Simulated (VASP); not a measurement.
Calculation: PBE GGA, VASP's PBE PAW potentials (set 64) (plane waves; VASP).

Input for VASP

### POSCAR
```
Rb
1
   -2.9212947886     2.9212947886     2.9212947886
    2.9212947886    -2.9212947886     2.9212947886
    2.9212947886     2.9212947886    -2.9212947886
Rb
1
Direct
  0.0000000000   0.0000000000   0.0000000000
```

**INCAR**
```
SYSTEM  =  Rb
PREC  =  Accurate; ENCUT  =  480; LREAL  =  F
LASPH  =  T
EDIFF  =  1E-7; NELM  =  100; ALGO  =  Normal
LMAXMIX  =  4
ISMEAR  =  1; SIGMA  =  0.1
GGA  =  PE
ISIF  =  2
LWAVE  =  F; LCHARG  =  F
```

KPOINTS:
```
Automatic mesh
0
Gamma
8 8 8
0 0 0
```

POTCAR, in this order: Rb_sv (PBE.64 set). Program: vasp_std.

What VASP printed:

### OSZICAR
```
       N       E                     dE             d eps       ncg     rms          rms(c)
DAV:   1     0.458373907592E+02    0.45837E+02   -0.30956E+03   464   0.759E+02
DAV:   2     0.182413538344E+01   -0.44013E+02   -0.43450E+02   520   0.132E+02
DAV:   3    -0.842309143336E+00   -0.26664E+01   -0.26611E+01   560   0.390E+01
DAV:   4    -0.921481153475E+00   -0.79172E-01   -0.79167E-01   816   0.557E+00
DAV:   5    -0.921650915321E+00   -0.16976E-03   -0.16972E-03   672   0.269E-01    0.108E+00
DAV:   6    -0.922599361750E+00   -0.94845E-03   -0.15560E-03   760   0.274E-01    0.643E-01
DAV:   7    -0.923754666424E+00   -0.11553E-02   -0.31849E-03   600   0.394E-01    0.429E-02
DAV:   8    -0.923887364283E+00   -0.13270E-03   -0.13877E-04   672   0.110E-01    0.151E-02
DAV:   9    -0.923893297701E+00   -0.59334E-05   -0.55879E-06   792   0.194E-02    0.455E-03
DAV:  10    -0.923892994354E+00    0.30335E-06   -0.20564E-06   680   0.914E-03    0.112E-03
DAV:  11    -0.923893068594E+00   -0.74240E-07   -0.85394E-08   528   0.237E-03
   1 F= -.92389307E+00 E0= -.92342627E+00  d E =-.140041E-02
```

**OUTCAR**
```
------------------------ aborting loop because EDIFF is reached ----------------------------------------
  FORCE on cell =-STRESS in cart. coord.  units (eV):
  Direction    XX          YY          ZZ          XY          YZ          ZX
  --------------------------------------------------------------------------------------
  Total       -0.1298897     -0.1298897     -0.1298897      0.0000000     -0.0000000      0.0000000
  in kB       -2.0868887     -2.0868887     -2.0868887      0.0000000     -0.0000000      0.0000000
  external PRESSURE =      -2.0868887 kB  Pullay stress =       0.0000000 kB
  volume of cell :       99.72
      direct lattice vectors                 reciprocal lattice vectors
    -2.921294789  2.921294789  2.921294789     0.000000000  0.171156982  0.171156982
     2.921294789 -2.921294789  2.921294789     0.171156982  0.000000000  0.171156982
     2.921294789  2.921294789 -2.921294789     0.171156982  0.171156982  0.000000000
 POSITION                                       TOTAL-FORCE (eV/Angst)
 -----------------------------------------------------------------------------------
      0.00000      0.00000      0.00000         0.000000      0.000000     -0.000000
 -----------------------------------------------------------------------------------
    total drift:                               -0.000000     -0.000000      0.000000
  FREE ENERGIE OF THE ION-ELECTRON SYSTEM (eV)
  ---------------------------------------------------
  free  energy   TOTEN  =        -0.9238930686 eV

  energy  without entropy=       -0.9224926580  energy(sigma->0) =       -0.92342627
```
(Selected blocks of OUTCAR.)

The compound is Rb in the bcc structure. This cell was strained or had an atom moved on purpose.
